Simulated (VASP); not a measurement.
Data:

```yaml
crystal:
  lattice:
    - [1.57087, 0.90694, 6.23938]
    - [-1.57087, 0.90694, 6.23938]
    - [0.00000, -1.81388, 6.23938]
  atoms:
    - { symbol: Mo, position: [0.99978, 0.99978, 0.99978] }
    - { symbol: S, position: [0.41636, 0.41636, 0.41636] }
    - { symbol: S, position: [0.24988, 0.24988, 0.24988] }
```

All values below come from PBEsol GGA, VASP's PBE PAW potentials (set 64) (plane waves; VASP 6.6.1). Settings: 400 eV cut-off, Gaussian smearing of 0.050 eV, potentials Mo_sv S.

Without a dispersion term in the relaxation, distances and binding between the weakly bound layers, chains or molecules are unreliable, and so is what depends on them.

Task: Give the energies of bands 7 to 16 at the high-symmetry points, in eV from the valence-band maximum.

Result: 
| band | Γ | T | H2 | L | S0 | F |
|---|---|---|---|---|---|---|
| 7 | -6.92 | -5.99 | -6.24 | -6.68 | -6.25 | -6.56 |
| 8 | -3.25 | -3.46 | -5.42 | -5.55 | -5.40 | -5.71 |
| 9 | -3.25 | -3.26 | -4.82 | -4.96 | -4.87 | -4.68 |
| 10 | -2.11 | -3.26 | -4.27 | -3.87 | -4.28 | -3.81 |
| 11 | -2.11 | -2.09 | -3.70 | -2.33 | -3.63 | -2.86 |
| 12 | -1.30 | -2.09 | -2.78 | -1.45 | -2.82 | -1.61 |
| 13 | -1.19 | 0.00 | -0.65 | -1.40 | -0.64 | -1.22 |
| 14 | 2.21 | 2.29 | 1.20 | 1.79 | 1.18 | 1.75 |
| 15 | 2.21 | 2.29 | 2.34 | 2.18 | 2.34 | 2.32 |
| 16 | 2.58 | 2.47 | 3.14 | 3.57 | 3.12 | 3.11 |

The gap is indirect, 0.97 eV, from the valence maximum at T to the conduction minimum at Γ-S0 at 0.55.

The structure comes from a computed database's MoS2 entry (R3m); how it stands against other phases isn't given here. It was relaxed first, which changed the volume by -6 %.
